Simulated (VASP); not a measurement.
A VASP calculation is set up with these files.

### KPOINTS
```
Automatic mesh
0
Gamma
8 8 8
0 0 0
```

POSCAR:
```
ZnSe
1
    0.0000000000     2.7124536984     2.7124536984
    2.7124536984     0.0000000000     2.7124536984
    2.7124536984     2.7124536984     0.0000000000
Zn Se
1 1
Direct
  0.0000000000   0.0000000000   0.0000000000
  0.2500000000   0.2500000000   0.2500000000
```

**INCAR**
```
# general
SYSTEM   =  ZnSe
PREC     =  Accurate
ENCUT    =  500   # plane-wave cut-off (eV)
LREAL    =  .FALSE.   # projection in real space or not
LASPH    =  .TRUE.   # aspherical one-centre terms

# electronic loop
EDIFF    =  1E-6
NELM     =  100
ALGO     =  Normal
LMAXMIX  =  4   # l cut-off of mixed one-centre charges

# smearing
ISMEAR   =  0   # Gaussian
SIGMA    =  0.05   # width (eV)

# functional
GGA      =  PS

# ions
IBRION   =  2   # conjugate gradients
NSW      =  40   # most ionic steps
ISIF     =  3   # ions, shape and volume
EDIFFG   =  -0.02
PSTRESS  =  200

# output
LWAVE    =  .FALSE.
LCHARG   =  .FALSE.
```

POTCAR, in this order: Zn Se (PBE.64 set). Program: vasp_std.

Question: Translate this PBEsol calculation to Ansatz.

Answer: One equivalent input (not run):
Ansatz 0.2 input:
```yaml
crystal:
  lattice:
    - [0.0000000, 2.7124537, 2.7124537]
    - [2.7124537, 0.0000000, 2.7124537]
    - [2.7124537, 2.7124537, 0.0000000]
  atoms:
    - { symbol: Zn, position: [0.0000000, 0.0000000, 0.0000000] }
    - { symbol: Se, position: [0.2500000, 0.2500000, 0.2500000] }
kpoints:
  mp_grid: { grid: [8, 8, 8] }
hamiltonian:
  xc: pbesol
  pseudopotentials: { kind: paw }
scf:
  occupations: { method: gaussian, width: 0.05 }
  max_iter: 100
relax:
  max_steps: 40
  f_tol: 0.02
  cell: { p_target: 20 }
output: { forces: true, stress: true, eigenvalues: true }
```
What does not carry over: each code has its own PAW files, so the cut-off isn't converted (ENCUT is set for VASP's; basis.ecutwfc is left out, and Ansatz then takes the one that its files recommend); Ansatz stops its SCF on the density residual and VASP on the energy change (EDIFF).

The structure was generated: ZnSe was put into the zinc blende type (F-43m), which need not be its known phase. This run relaxes it under an external pressure of 20 GPa. Symmetry was kept, so distortions that lower it aren't found.
